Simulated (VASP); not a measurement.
Calculation: LDA (Ceperley-Alder, Perdew-Zunger), VASP's LDA PAW potentials (set 64) (plane waves; VASP).

VASP input:

INCAR:
```
ALGO=Normal
EDIFF=1E-6
EDIFFG=-0.02
ENCUT=500
IBRION=2
ISIF=3
ISMEAR=1
LASPH=T
LCHARG=F
LMAXMIX=4
LREAL=F
LWAVE=F
NELM=100
NSW=40
PREC=Accurate
PSTRESS=100
SIGMA=0.1
SYSTEM=V
```

**KPOINTS**
```
Automatic mesh
0
Gamma
17 17 17
0 0 0
```

### POSCAR
```
V
1
   -1.4530877365     1.4530877365     1.4530877365
    1.4530877365    -1.4530877365     1.4530877365
    1.4530877365     1.4530877365    -1.4530877365
V
1
Direct
  0.0000000000   0.0000000000   0.0000000000
```

POTCAR, in this order: V_sv (LDA.64 set). Program: vasp_std.

Energy and stress use the plane-wave basis of the starting cell.

**Question.** Estimate the energy per atom (σ→0), volume per atom, band gap (on the k-mesh).

**Answer.** 
```
Quantity                                                     Value
------------------------  ----------------------------------------
energy per atom (σ→0)                       -958.1 kJ/mol of atoms
band gap (on the k-mesh)  none (metal, semimetal or under 0.01 eV)
volume per atom                                     12.01 Å^3/atom
```

File OSZICAR:
```
...
DAV:   1    -0.102122303600E+02   -0.32120E+00   -0.62947E+00  3300   0.464E+01    0.626E+00
DAV:   2    -0.993524843991E+01    0.27698E+00   -0.11902E+00  3310   0.164E+01    0.102E+00
DAV:   3    -0.993158769881E+01    0.36607E-02   -0.35791E-03  3300   0.800E-01    0.634E-01
DAV:   4    -0.992991765361E+01    0.16700E-02   -0.26882E-03  3304   0.671E-01    0.568E-02
DAV:   5    -0.992992486416E+01   -0.72105E-05   -0.47785E-05  3348   0.108E-01    0.119E-02
DAV:   6    -0.992992251384E+01    0.23503E-05   -0.65362E-06  3306   0.364E-02    0.909E-04
DAV:   7    -0.992992252088E+01   -0.70368E-08   -0.30973E-08  1650   0.269E-03
   3 F= -.91800078E+01 E0= -.91797951E+01  d E =-.420659E-02
```

The compound is V in the bcc structure. This run relaxes it under an external pressure of 10 GPa. Symmetry was kept, so distortions that lower it aren't found. The run is not spin-polarised, so no magnetic state was tried.
